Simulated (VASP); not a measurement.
Energy against volume of ZnS (zinc blende). All values below come from PBE GGA with D3 dispersion (zero damping), VASP's PBE PAW potentials (set 64) (plane waves; VASP). Run with 520 eV cut-off, 9×9×9 Γ-centred mesh, Gaussian smearing of 0.050 eV, potentials Zn S.

| V (Å³/atom) | E (eV/atom) |
|---|---|
| 18.931 | -3.68747 |
| 19.516 | -3.69216 |
| 20.102 | -3.68819 |
| 20.687 | -3.67687 |

Task: Fit these four points and predict the energy of the run at 18.345 Å³/atom.

Result: A cubic in V^(−2/3), the third-order Birch-Murnaghan form, passes through the four points with V0 = 19.53 Å³/atom and B0 = 79 GPa, and gives -3.6726 eV/atom there. The run gave -3.6725 eV/atom, +0.1 meV/atom from the fit; all five points give B0 = 79 GPa.

The compound is ZnS in the zinc blende structure. It was relaxed first.
